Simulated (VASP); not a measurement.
**HfN (space group P6_3/mmc): computed properties**

Calculation: r2SCAN meta-GGA, VASP's PBE PAW potentials (set 64) (plane waves; VASP).

For HfN, the space group comes out as P6_3/mmc (194) and the cell comes out as a = b = 3.134 Å, c = 5.412 Å, α = β = 90.00°, γ = 120.00°. The volume per atom is 11.51 Å^3/atom and the band gap (over mesh and band path) is none (metal, semimetal or under 0.01 eV). The density comes out as 13.89 g/cm³.

```
HfN
1.0
    3.13364     0.00000     0.00000
   -1.56682     2.71381     0.00000
    0.00000     0.00000     5.41222
Hf N
2 2
Direct
  0.66667   0.33333   0.75000
  0.33333   0.66667   0.25000
  0.00000   0.00000   0.00000
  0.00000   0.00000   0.50000
```

Unless said otherwise, spin-orbit coupling is left out, though it shifts the bands of the heavy elements here.

The structure comes from a computed database's HfN entry (P6_3/mmc); how it stands against other phases isn't given here. It was relaxed first. Symmetry was kept, so distortions that lower it aren't found.
